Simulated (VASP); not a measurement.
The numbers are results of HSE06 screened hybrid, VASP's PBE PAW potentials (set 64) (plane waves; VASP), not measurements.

A VASP calculation is set up with these files.

**POSCAR**
```
MgO
1
    0.0000000000     2.0577300491     2.0577300491
    2.0577300491     0.0000000000     2.0577300491
    2.0577300491     2.0577300491     0.0000000000
Mg O
1 1
Direct
  0.0000000000   0.0000000000   0.0000000000
  0.5000000000   0.5000000000   0.5000000000
```

### INCAR
```
ISMEAR = 0   # Gaussian
LASPH = .TRUE.
LCHARG = .FALSE.
ISYM = 3
ENCUT = 520
ISIF = 2   # forces and stress, cell fixed
ALGO = Normal   # blocked Davidson
GGA = PE   # PBE
AEXX = 0.25
HFSCREEN = 0.2
NELM = 60
LWAVE = .FALSE.
SIGMA = 0.05   # width (eV)
PRECFOCK = Fast
LHFCALC = .TRUE.
PREC = Accurate
EDIFF = 1E-6
LREAL = .FALSE.   # projection in real space or not
SYSTEM = MgO
```

KPOINTS:
```
kpoints
0
G
 8 8 8
```

POTCAR, in this order: Mg O (PBE.64 set). Program: vasp_std. Read from the step before: WAVECAR.

Q: What will the output report for the number of irreducible k-points (NKPTS), largest plane-wave count, number of space-group operations, FFT grid (NGX, NGY, NGZ)?

A: 
```
Property                                       Value
--------------------------------------  ------------
number of irreducible k-points (NKPTS)            29
largest plane-wave count                         489
number of space-group operations                  48
FFT grid (NGX, NGY, NGZ)                24 × 24 × 24
```

The compound is MgO in the rock salt structure. This cell is one point of a volume scan, at 0.91 of the reference volume. The cell's shape comes from a PBE relaxation.
